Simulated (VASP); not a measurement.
Input for VASP

**INCAR**
```
ALGO  =  Normal
EDIFF  =  1E-6
EDIFFG  =  -0.01
ENCUT  =  400
GGA  =  PS
IBRION  =  2
ISIF  =  3
ISMEAR  =  1
ISPIN  =  2
LASPH  =  T
LCHARG  =  F
LMAXMIX  =  4
LORBIT  =  10
LREAL  =  F
LWAVE  =  F
MAGMOM  =  4.0 3.0
NELM  =  100
NSW  =  60
PREC  =  Accurate
SIGMA  =  0.1
SYSTEM  =  FeCo
```

### POSCAR
```
FeCo
1
    2.7341740000     0.0000000000     0.0000000000
    0.0000000000     2.7341740000     0.0000000000
    0.0000000000     0.0000000000     2.7341740000
Fe Co
1 1
Direct
  0.0000000000   0.0000000000   0.0000000000
  0.5000000000   0.5000000000   0.5000000000
```

KPOINTS:
```
kpoints
0
Gamma
 12 12 12
```

POTCAR, in this order: Fe Co (PBE.64 set). Program: vasp_std.

Write an equivalent input for Quantum ESPRESSO's pw.x.

One equivalent input (not run):
```
&CONTROL
  calculation = 'vc-relax'
  pseudo_dir = './pseudo'
  outdir = './out'
  tprnfor = .true.
  tstress = .true.
  nstep = 60
  forc_conv_thr = 0.00039
/
&SYSTEM
  ibrav = 0
  nat = 2
  ntyp = 2
  ecutwfc = 96
  occupations = 'smearing'
  smearing = 'methfessel-paxton'
  degauss = 0.00735
  input_dft = 'pbesol'
  nspin = 2
  starting_magnetization(1) = 0.4
  starting_magnetization(2) = 0.3
/
&ELECTRONS
  conv_thr = 7.3e-08
  electron_maxstep = 100
/
&IONS
/
&CELL
/
ATOMIC_SPECIES
  Fe 55.845 Fe.upf
  Co 58.933 Co.upf
CELL_PARAMETERS angstrom
     2.7341740    0.0000000    0.0000000
     0.0000000    2.7341740    0.0000000
     0.0000000    0.0000000    2.7341740
ATOMIC_POSITIONS crystal
  Fe   0.0000000  0.0000000  0.0000000
  Co   0.5000000  0.5000000  0.5000000
K_POINTS automatic
  12 12 12 0 0 0
```
The two are equivalent in intent, not identical: the potentials are each code's own (VASP's PAW set, PseudoDojo norm-conserving files in pw.x), so ENCUT and ecutwfc are chosen apart and not converted; conv_thr bounds pw.x's estimated SCF error, while EDIFF bounds the energy change between steps; starting_magnetization is a fraction of the valence charge and MAGMOM a moment in μB, so they match only roughly; forc_conv_thr acts on force components and is met together with etot_conv_thr.

The structure was generated: FeCo was put into the CsCl type (Pm-3m), which need not be its known phase. This run relaxes it. Symmetry was kept, so distortions that lower it aren't found.
